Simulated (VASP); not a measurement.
# CuSbTeSe: structure and properties in VASP, part 5 of 6

Wanted: the relaxed cell of CuSbTeSe and its properties. The cell is invented: it takes the structure of a Materials Project entry for AgSbTeSe (space group 123 there), with some of its atoms replaced by other elements, volume scaled by an estimate. It may not be a known or stable phase.

VASP 6.6.1, plane waves and PAW; the level of theory is named at each step.

Still holding for the runs below: This run has no spin polarisation, although Cu can carry a moment.

So far. Step 10 (Volume scan with PW91 (run 3)): The pressure falls from 2.81 to 1.33 GPa. Step 10 (Volume scan with PW91 (run 3)): The run ends at a pressure of 1.33 GPa.

## Step 11: Volume scan with PW91 (run 4)

Level of this step: PW91, no spin polarisation; plane waves and PAW (Te, Sb, Se, Cu); invented cell (VASP).

The input, INCAR:

```
SYSTEM = CuSbTeSe
PREC = Accurate
ENCUT = 400
EDIFF = 1E-06
NELM = 100
ISMEAR = 0
SIGMA = 0.05
LREAL = .FALSE.
ALGO = Normal
GGA = 91
NBANDS = 20
LASPH = .TRUE.
LORBIT = 11
LWAVE = .FALSE.
LCHARG = .FALSE.
KPAR = 2
ISIF = 2
```

The input, POSCAR:

```
CuSbTeSe
1.0
    3.9949679117      0.0000000000      0.0000000000
    0.0000000000      3.9949679117      0.0000000000
    0.0000000000      0.0000000000      6.1828544425
Te Sb Se Cu
1 1 1 1
Direct
    0.5000000000      0.5000000000      0.0000000000
    0.5000000000      0.5000000000      0.5000000000
    0.0000000000      0.0000000000      0.5000000000
    0.0000000000      0.0000000000      0.0000000000
```

The input, KPOINTS:

```
Automatic mesh
0
Gamma
6 6 4
0 0 0
```

PAW data sets: Te, Sb, Se and Cu (PBE family, release 64).

On the command line:

```
$ mpirun -np 2 vasp_std
```

The log of the run:

```text
[... set-up lines as in an earlier step ...]
 entering main loop
       N       E                     dE             d eps       ncg     rms          rms(c)
[... 16 cycles as in an earlier step ...]
   1 F= -.14580899E+02 E0= -.14580159E+02  d E =-.147924E-02
```

Elapsed: 24 s, on 2 MPI ranks of Intel Xeon Platinum 8259CL at 2.50GHz (Skylake/Cascade Lake), shared host; peak memory 0.39 GiB; 47 s of CPU time.

Parts of OUTCAR (step 11):

```text
[... 6 parts as in an earlier step ...]

[... 1 further part left out ...]
[key lines of the parts left out:]
E-fermi :   6.1006
```

The pressure falls from 1.33 to 0.00 GPa.

The run ends at a pressure of 0.00 GPa.

## Step 12: Volume scan with PW91 (run 5)

INCAR is that of step 11.

The input, POSCAR:

```
CuSbTeSe
1.0
    4.0214254239      0.0000000000      0.0000000000
    0.0000000000      4.0214254239      0.0000000000
    0.0000000000      0.0000000000      6.2238016917
Te Sb Se Cu
1 1 1 1
Direct
    0.5000000000      0.5000000000      0.0000000000
    0.5000000000      0.5000000000      0.5000000000
    0.0000000000      0.0000000000      0.5000000000
    0.0000000000      0.0000000000      0.0000000000
```

KPOINTS is that of step 11.

On the command line:

```
$ mpirun -np 2 vasp_std
```

The log of the run:

```text
[... set-up lines as in an earlier step ...]
 entering main loop
       N       E                     dE             d eps       ncg     rms          rms(c)
DAV:   1     0.162255692212E+03    0.16226E+03   -0.96236E+03  1200   0.109E+03
DAV:   2    -0.259805431827E+00   -0.16252E+03   -0.15635E+03  1256   0.248E+02
DAV:   3    -0.146149049946E+02   -0.14355E+02   -0.13840E+02  1640   0.800E+01
DAV:   4    -0.151967032148E+02   -0.58180E+00   -0.57828E+00  1460   0.145E+01
[...]
DAV:  13    -0.145752778091E+02    0.98485E-04   -0.39109E-04  1652   0.478E-01    0.592E-02
DAV:  14    -0.145752660973E+02    0.11712E-04   -0.75683E-05  1816   0.130E-01    0.171E-02
DAV:  15    -0.145752660872E+02    0.10067E-07   -0.89817E-06  1324   0.155E-02
   1 F= -.14575266E+02 E0= -.14574518E+02  d E =-.149663E-02
```

Elapsed: 23 s, on 2 MPI ranks; peak memory 0.4 GiB.

OUTCAR, selected parts (step 12):

```text
  Total       -0.7915149     -0.7915149     -0.5087262      0.0000000      0.0000000      0.0000000
  in kB      -12.5995171    -12.5995171     -8.0980211      0.0000000      0.0000000      0.0000000
  external PRESSURE =     -11.0990185 kB  Pullay stress =       0.0000000 kB

 POSITION                                       TOTAL-FORCE (eV/Angst)
 -----------------------------------------------------------------------------------
      2.01071      2.01071      0.00000         0.000000      0.000000      0.000000
      2.01071      2.01071      3.11190         0.000000      0.000000      0.000000
      0.00000      0.00000      3.11190         0.000000      0.000000      0.000000
      0.00000      0.00000      0.00000         0.000000      0.000000      0.000000
 -----------------------------------------------------------------------------------
    total drift:                               -0.000000      0.000000     -0.000000

  FREE ENERGIE OF THE ION-ELECTRON SYSTEM (eV)
  ---------------------------------------------------
  free  energy   TOTEN  =       -14.5752660872 eV

  energy  without entropy=      -14.5737694538  energy(sigma->0) =      -14.57451777

[... 1 part as in an earlier step ...]

[... 2 further parts left out ...]
[key lines of the parts left out:]
E-fermi :   5.8546
```

The pressure falls from 0.00 to -1.11 GPa.

The run ends at a pressure of -1.11 GPa.

## Step 13: Volume scan with PW91 (run 6)

INCAR is that of step 12.

The input, POSCAR:

```
CuSbTeSe
1.0
    4.0475393077      0.0000000000      0.0000000000
    0.0000000000      4.0475393077      0.0000000000
    0.0000000000      0.0000000000      6.2642171209
Te Sb Se Cu
1 1 1 1
Direct
    0.5000000000      0.5000000000      0.0000000000
    0.5000000000      0.5000000000      0.5000000000
    0.0000000000      0.0000000000      0.5000000000
    0.0000000000      0.0000000000      0.0000000000
```

KPOINTS is that of step 12.

On the command line:

```
$ mpirun -np 2 vasp_std
```

The log of the run:

```text
[... set-up lines as in an earlier step ...]
 entering main loop
       N       E                     dE             d eps       ncg     rms          rms(c)
DAV:   1     0.162451548224E+03    0.16245E+03   -0.96461E+03  1200   0.107E+03
DAV:   2    -0.449707529997E+00   -0.16290E+03   -0.15687E+03  1268   0.247E+02
DAV:   3    -0.145941947470E+02   -0.14144E+02   -0.13695E+02  1568   0.792E+01
DAV:   4    -0.151752290857E+02   -0.58103E+00   -0.57650E+00  1440   0.153E+01
[...]
DAV:  13    -0.145558547317E+02    0.10799E-03   -0.42976E-04  1628   0.507E-01    0.549E-02
DAV:  14    -0.145558469298E+02    0.78019E-05   -0.72069E-05  1820   0.109E-01    0.144E-02
DAV:  15    -0.145558470126E+02   -0.82796E-07   -0.66189E-06  1268   0.134E-02
   1 F= -.14555847E+02 E0= -.14555073E+02  d E =-.154825E-02
```

Elapsed: 23 s, on 2 MPI ranks; peak memory 0.4 GiB; 44 s of CPU time.

OUTCAR, selected parts (step 13):

```text
  Total       -1.5613307     -1.5613307     -1.0302651      0.0000000      0.0000000      0.0000000
  in kB      -24.3756682    -24.3756682    -16.0846131      0.0000000      0.0000000      0.0000000
  external PRESSURE =     -21.6119832 kB  Pullay stress =       0.0000000 kB

 POSITION                                       TOTAL-FORCE (eV/Angst)
 -----------------------------------------------------------------------------------
      2.02377      2.02377      0.00000         0.000000      0.000000      0.000000
      2.02377      2.02377      3.13211         0.000000      0.000000      0.000000
      0.00000      0.00000      3.13211         0.000000      0.000000      0.000000
      0.00000      0.00000      0.00000         0.000000      0.000000      0.000000
 -----------------------------------------------------------------------------------
    total drift:                               -0.000000      0.000000     -0.000000

  FREE ENERGIE OF THE ION-ELECTRON SYSTEM (eV)
  ---------------------------------------------------
  free  energy   TOTEN  =       -14.5558470126 eV

  energy  without entropy=      -14.5542987653  energy(sigma->0) =      -14.55507289

[... 1 part as in an earlier step ...]

[... 2 further parts left out ...]
[key lines of the parts left out:]
E-fermi :   5.6191
```

The pressure falls from -1.11 to -2.16 GPa.

The run ends at a pressure of -2.16 GPa.

## Step 14: Volume scan with PW91 (run 7)

A prediction first. A parabola through the 6 pressures of evenly scaled cells so far, P = 0.02 -61.8 t +168 t² GPa with t = ln(V/V₁) and V₁ the volume at scale 1, gives -3.01 GPa at t = +0.0583.

INCAR is that of step 13.

The input, POSCAR:

```
CuSbTeSe
1.0
    4.0733205079      0.0000000000      0.0000000000
    0.0000000000      4.0733205079      0.0000000000
    0.0000000000      0.0000000000      6.3041176687
Te Sb Se Cu
1 1 1 1
Direct
    0.5000000000      0.5000000000      0.0000000000
    0.5000000000      0.5000000000      0.5000000000
    0.0000000000      0.0000000000      0.5000000000
    0.0000000000      0.0000000000      0.0000000000
```

KPOINTS is that of step 13.

On the command line:

```
$ mpirun -np 2 vasp_std
```

The log of the run:

```text
[... set-up lines as in an earlier step ...]
 entering main loop
       N       E                     dE             d eps       ncg     rms          rms(c)
DAV:   1     0.157380232339E+03    0.15738E+03   -0.94980E+03  1200   0.106E+03
DAV:   2    -0.919916038900E+00   -0.15830E+03   -0.15178E+03  1288   0.244E+02
DAV:   3    -0.146219379480E+02   -0.13702E+02   -0.13241E+02  1588   0.777E+01
DAV:   4    -0.151500617824E+02   -0.52812E+00   -0.52393E+00  1436   0.145E+01
[...]
DAV:  13    -0.145241724533E+02    0.10425E-03   -0.41398E-04  1568   0.502E-01    0.482E-02
DAV:  14    -0.145241672378E+02    0.52154E-05   -0.68165E-05  1840   0.913E-02    0.121E-02
DAV:  15    -0.145241673280E+02   -0.90219E-07   -0.50557E-06  1256   0.117E-02
   1 F= -.14524167E+02 E0= -.14523358E+02  d E =-.161781E-02
```

Elapsed: 27 s, on 2 MPI ranks; peak memory 0.4 GiB.

Parts of OUTCAR (step 14):

```text
  Total       -2.2743217     -2.2743217     -1.5097888      0.0000000      0.0000000     -0.0000000
  in kB      -34.8370194    -34.8370194    -23.1262547      0.0000000      0.0000000     -0.0000000
  external PRESSURE =     -30.9334312 kB  Pullay stress =       0.0000000 kB

 POSITION                                       TOTAL-FORCE (eV/Angst)
 -----------------------------------------------------------------------------------
      2.03666      2.03666      0.00000         0.000000      0.000000      0.000000
      2.03666      2.03666      3.15206         0.000000      0.000000      0.000000
      0.00000      0.00000      3.15206         0.000000      0.000000      0.000000
      0.00000      0.00000      0.00000         0.000000      0.000000      0.000000
 -----------------------------------------------------------------------------------
    total drift:                               -0.000000      0.000000     -0.000000

  FREE ENERGIE OF THE ION-ELECTRON SYSTEM (eV)
  ---------------------------------------------------
  free  energy   TOTEN  =       -14.5241673280 eV

  energy  without entropy=      -14.5225495197  energy(sigma->0) =      -14.52335842

[... 1 part as in an earlier step ...]

[... 2 further parts left out ...]
[key lines of the parts left out:]
E-fermi :   5.3936
```

The pressure falls from -2.16 to -3.09 GPa. The parabola predicted -3.01 GPa, +0.08 GPa off.

## Step 15: The series together

Times are for 2 MPI ranks of Intel Xeon Platinum 8259CL at 2.50GHz (Skylake/Cascade Lake), shared host. Results by setting:

| no. | volume scale | energy above the lowest point (meV/atom) | pressure (GPa) | time | memory (GiB) |
| --- | --- | --- | --- | --- | --- |
| 1 | 0.94 | 20.81 | 4.488 | 22 s | 0.4 |
| 2 | 0.96 | 9.19 | 2.814 | 22 s | 0.4 |
| 3 | 0.98 | 2.44 | 1.332 | 23 s | 0.4 |
| 4 | 1 | 0 | 0.004010 | 24 s | 0.39 |
| 5 | 1.02 | 1.41 | -1.110 | 23 s | 0.4 |
| 6 | 1.04 | 6.27 | -2.161 | 23 s | 0.4 |
| 7 | 1.06 | 14.2 | -3.093 | 27 s | 0.4 |

## Step 16: Fit for PW91

This step: Birch-Murnaghan fit, PW91; plane waves and PAW; invented cell (VASP 6.6.1).

This step runs nothing: it gathers the runs above.

This step gave:

* pressure derivative of the bulk modulus: 4.713
* r.m.s. error of the fit: 3.38e-6 eV/atom
* minimum inside the sampled range: yes
* bulk modulus: 61.87 GPa
* equilibrium volume of the fit: 24.73 Å³/atom

The energy above the fitted minimum by volume:

| volume (Å³/atom) | energy above the fitted minimum (eV/atom) |
| --- | --- |
| 23.19 | 0.0208 |
| 23.68 | 0.00922 |
| 24.18 | 0.00247 |
| 24.67 | 2.8e-5 |
| 25.16 | 0.00144 |
| 25.66 | 0.00630 |
| 26.15 | 0.0142 |

The fitted volume lies +0.23 % from the relaxed one. At a finite cutoff and mesh the minimum of the energy and the zero of the stress don't quite coincide, and the relaxation stops at a threshold.

## Step 17: Optical spectrum (PW91)

This step: PW91, no spin polarisation; plane waves and PAW (Te, Sb, Se, Cu); invented cell (VASP 6.6.1).

LOPTICS sums transitions from filled to empty bands. The mesh is finer than in the run before. NBANDS is raised for it.

Edit INCAR of step 14 so:

```diff
@@ -10,3 +10,3 @@
 GGA = 91
-NBANDS = 20
+NBANDS = 46
 LASPH = .TRUE.
@@ -16,2 +16,4 @@
 KPAR = 2
-ISIF = 2
+LOPTICS = .TRUE.
+NEDOS = 1500
+CSHIFT = 0.1
```

The input, POSCAR:

```
CuSbTeSe
1.0
    3.9949679117      0.0000000000      0.0000000000
    0.0000000000      3.9949679117      0.0000000000
    0.0000000000      0.0000000000      6.1828544425
Te Sb Se Cu
1 1 1 1
Direct
    0.5000000000      0.5000000000      0.0000000000
    0.5000000000      0.5000000000      0.5000000000
    0.0000000000      0.0000000000      0.5000000000
    0.0000000000      0.0000000000      0.0000000000
```

The input, KPOINTS:

```
Automatic mesh
0
Gamma
8 8 6
0 0 0
```

On the command line:

```
$ mpirun -np 2 vasp_std
```

The log of the run:

```text
[... set-up lines as in an earlier step ...]
 entering main loop
       N       E                     dE             d eps       ncg     rms          rms(c)
DAV:   1     0.160410544766E+03    0.16041E+03   -0.80600E+03  5618   0.470E+02
DAV:   2     0.323381914550E+01   -0.15718E+03   -0.13762E+03  5888   0.135E+02
DAV:   3    -0.146411210534E+02   -0.17875E+02   -0.16602E+02  6752   0.453E+01
DAV:   4    -0.151820469524E+02   -0.54093E+00   -0.53928E+00  6866   0.773E+00
DAV:   5    -0.151979094029E+02   -0.15862E-01   -0.15860E-01  7422   0.147E+00    0.937E+00
DAV:   6    -0.157442753549E+02   -0.54637E+00   -0.15517E+01  7642   0.362E+01    0.731E+00
DAV:   7    -0.145591488219E+02    0.11851E+01   -0.21495E+00  7616   0.259E+01    0.328E+00
DAV:   8    -0.146361950914E+02   -0.77046E-01   -0.85422E-01  8038   0.100E+01    0.274E+00
DAV:   9    -0.145600938766E+02    0.76101E-01   -0.10764E+00  7758   0.842E+00    0.998E-01
DAV:  10    -0.145487354580E+02    0.11358E-01   -0.29599E-02  8532   0.146E+00    0.518E-01
DAV:  11    -0.145461102599E+02    0.26252E-02   -0.49809E-03  8774   0.658E-01    0.313E-01
DAV:  12    -0.145453875213E+02    0.72274E-03   -0.72125E-03  7926   0.899E-01    0.102E-01
DAV:  13    -0.145452968380E+02    0.90683E-04   -0.99430E-04  8532   0.251E-01    0.405E-02
DAV:  14    -0.145452983947E+02   -0.15567E-05   -0.20841E-05  6622   0.129E-02    0.374E-02
DAV:  15    -0.145452899089E+02    0.84858E-05   -0.16121E-05  7580   0.430E-02    0.370E-02
DAV:  16    -0.145452883182E+02    0.15907E-05   -0.16834E-05  8036   0.422E-02    0.397E-02
DAV:  17    -0.145452872407E+02    0.10775E-05   -0.15835E-06  5378   0.378E-03    0.286E-02
DAV:  18    -0.145452870155E+02    0.22523E-06   -0.64104E-08  3546   0.111E-03
   1 F= -.14545287E+02 E0= -.14544295E+02  d E =-.198364E-02
 optical routines
 imaginary and real dielectric function
 recalculating local potential from charge density
 direction            1
 direction            2
 direction            3
```

Wall time 97 s (2 MPI ranks); peak memory 0.89 GiB.

Parts of OUTCAR (step 17):

```text
   k-points           NKPTS =     60   k-points in BZ     NKDIM =     60   number of bands    NBANDS=     46

   NELECT =      28.0000    total number of electrons

 E-fermi :   6.1944

 k-point     1 :       0.0000    0.0000    0.0000
  band No.  band energies     occupation
    ...
     10       4.1740      2.00000
     11       4.2467      2.00000
     12       4.9189      2.00000
     13       5.1409      2.00000
     14       5.1409      2.00000
     15       7.1383      0.00000
     16       9.2225      0.00000
     17       9.8527      0.00000
     18      10.3578      0.00000
     19      10.3578      0.00000
    ...

  Total        0.4327190      0.4327190     -0.3293056      0.0000000      0.0000000     -0.0000000
  in kB        7.0258826      7.0258826     -5.3468026      0.0000000      0.0000000     -0.0000000
  external PRESSURE =       2.9016542 kB  Pullay stress =       0.0000000 kB

  FREE ENERGIE OF THE ION-ELECTRON SYSTEM (eV)
  ---------------------------------------------------
  free  energy   TOTEN  =       -14.5452870155 eV

  energy  without entropy=      -14.5433033740  energy(sigma->0) =      -14.54429519

 plasma frequency squared (from intraband transitions) (eV^2)
  --------------------------------------------------------------------------------------
      18.378       0.000       0.000
       0.000      18.378       0.000
       0.000       0.000       2.237

[... 8 parts as in an earlier step ...]

[... 9 further parts left out ...]
```

These are independent-particle spectra without excitons or local fields, and fine structure depends on the mesh and on CSHIFT. The intraband (Drude) part is not in this spectrum.

This step gave:

* SCF cycles: 18
* bands: 46
* irreducible k-points: 60
* free energy (TOTEN): -14.55 eV
* energy at zero smearing: -14.54 eV
* Fermi energy: 6.194 eV
* pressure: 0.2902 GPa

The imaginary dielectric function has structure finer than the step of the table below, so its rows give means over 1 eV, whole bins alone (the curve runs from 0 to 25.0 eV). Peaks (eV: height): xx 0.2: 488; zz 0.7: 44.9, 1.7: 39.5.

Imaginary dielectric function against photon energy; means over each step:

| photon energy (eV) | xx | zz |
| --- | --- | --- |
| 1 | 68.0 | 26.6 |
| 2 | 24.9 | 18.5 |
| 3 | 12.5 | 8.61 |
| 4 | 6.83 | 7.48 |
| 5 | 4.71 | 4.53 |
| 6 | 4.04 | 3.86 |
| 7 | 4.71 | 3.72 |
| 8 | 3.96 | 3.15 |
| 9 | 2.34 | 2.23 |
| 10 | 1.65 | 2.32 |
| 11 | 1.21 | 2.00 |
| 12 | 0.898 | 1.38 |
| 13 | 0.649 | 0.758 |
| 14 | 0.536 | 0.718 |
| 15 | 0.404 | 0.601 |
| 16 | 0.398 | 0.491 |
| 17 | 0.306 | 0.369 |
| 18 | 0.297 | 0.366 |
| 19 | 0.246 | 0.271 |
| 20 | 0.206 | 0.244 |
| 21 | 0.154 | 0.216 |
| 22 | 0.138 | 0.164 |
| 23 | 0.0873 | 0.0992 |
| 24 | 0.0424 | 0.0510 |

The real dielectric function by photon energy:

| photon energy (eV) | xx | zz |
| --- | --- | --- |
| 0.0 | 540 | 37.4 |
| 0.5 | -102 | 47.9 |
| 1.0 | -48.1 | 14.9 |
| 1.5 | -6.30 | 17.8 |
| 2.0 | -8.99 | -8.80 |
| 2.5 | -11.6 | 2.23 |
| 3.0 | -7.81 | -0.243 |
| 3.5 | -7.60 | 2.55 |
| 4.0 | -5.57 | -3.31 |
| 4.5 | -4.29 | -1.29 |
| 5.0 | -2.74 | -0.189 |
| 5.5 | -2.30 | -0.411 |
| 6.0 | -1.26 | -0.532 |
| 6.5 | -0.551 | 0.141 |
| 7.0 | -1.67 | 0.184 |
| 7.5 | -1.91 | -0.350 |
| 8.0 | -2.73 | -1.01 |
| 8.5 | -2.92 | -0.844 |
| 9.0 | -2.46 | -0.638 |
| 9.5 | -2.09 | -0.0599 |
| 10.0 | -1.79 | -0.445 |
| 10.5 | -1.65 | -0.511 |
| 11.0 | -1.59 | -1.27 |
| 11.5 | -1.23 | -0.678 |
| 12.0 | -1.08 | -1.03 |
| 12.5 | -1.03 | -0.789 |
| 13.0 | -0.800 | -0.660 |
| 13.5 | -0.695 | -0.309 |
| 14.0 | -0.497 | -0.177 |
| 14.5 | -0.494 | -0.282 |
| 15.0 | -0.355 | -0.152 |
| 15.5 | -0.226 | -0.114 |
| 16.0 | -0.175 | -0.0511 |
| 16.5 | -0.171 | -0.0531 |
| 17.0 | -0.0728 | 0.0265 |
| 17.5 | 0.00945 | 0.171 |
| 18.0 | 0.0399 | 0.115 |
| 18.5 | 0.0481 | 0.145 |
| 19.0 | 0.0775 | 0.179 |
| 19.5 | 0.126 | 0.242 |
| 20.0 | 0.164 | 0.306 |
| 20.5 | 0.177 | 0.286 |
| 21.0 | 0.226 | 0.279 |
| 21.5 | 0.258 | 0.327 |
| 22.0 | 0.284 | 0.323 |
| 22.5 | 0.294 | 0.356 |
| 23.0 | 0.308 | 0.371 |
| 23.5 | 0.350 | 0.413 |
| 24.0 | 0.383 | 0.444 |
| 24.5 | 0.415 | 0.477 |

[end of part 5 of 6]

[Lines on the potential files, build, host, timing and source positions are cut from VASP's logs without a mark.]

[Logs are printed without paths, hosts, clocks, repeated set-up lines and the standing remarks that a program may print on its own settings, such as how far it seeks lower states.]

[Hosts, paths, dates, database ids (printed as entryN), source tags and the programs' standing remarks are cut or masked in the printed files.]

[A measured line is paired with the nearest computed mode of its activity, which favours agreement.]
